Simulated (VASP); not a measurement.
Method: PBE GGA, VASP's PBE PAW potentials (set 64) (plane waves; VASP).

Gaps are without spin-orbit coupling.

The volume per atom comes out as 10.50 Å^3/atom and the band gap (over mesh and band path) is 2.22 eV. The smallest direct gap (over mesh and band path) comes out as 3.34 eV.

Task: Which relaxed crystal gives these values?
A. SiC, P6_3mc (186)
B. BP, F-43m (216)
C. LiH, Fm-3m (225)
D. PbS, Fm-3m (225)

Result: A, SiC, P6_3mc (186)
